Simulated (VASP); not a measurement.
Elastic constants (GPa) of a crystal from PBE GGA, VASP's PBE PAW potentials (set 64) (VASP):

```tsv
	xx	yy	zz	yz	xz	xy
xx	90.7	27.0	21.6	0.0	0.0	0.0
yy	27.0	90.7	21.6	0.0	0.0	0.0
zz	21.6	21.6	84.9	0.0	0.0	0.0
yz	0.0	0.0	0.0	33.5	0.0	0.0
xz	0.0	0.0	0.0	0.0	33.5	0.0
xy	0.0	0.0	0.0	0.0	0.0	31.9
```

The 4f electrons are frozen in the core of the lanthanide potential, so 4f levels, which can set the real gap, and their magnetism are missing. Finite-difference elastic constants of metals are sensitive to mesh and smearing; shear constants can be off by tens of GPa.

Task: Work out the Voigt, Reuss and Hill moduli, Young's modulus and Poisson's ratio.

Result: All eigenvalues are positive (smallest 31.9 GPa), so the crystal is stable. K_V = (C11+C22+C33+2(C12+C13+C23))/9 = (266.3 + 2×70.2)/9 = 45.2 GPa; G_V = (266.3 − 70.2 + 3×98.9)/15 = 32.9 GPa. From the compliances, K_R = 45.1 GPa and G_R = 32.8 GPa. Hill: K = 45.1 GPa, G = 32.8 GPa, E = 9KG/(3K+G) = 79.3 GPa, ν = (3K−2G)/(2(3K+G)) = 0.207. K/G = 1.37, below Pugh's 1.75; universal anisotropy A^U = 0.01.

Task: With a density of 9.26 g/cm³, what are the mean sound speeds?

Result: v_l = √((K+4G/3)/ρ) = 3.10 km/s and v_t = √(G/ρ) = 1.88 km/s. The crystal is Tm (hcp), hexagonal.

The compound is Tm in the hcp structure. It was relaxed first.
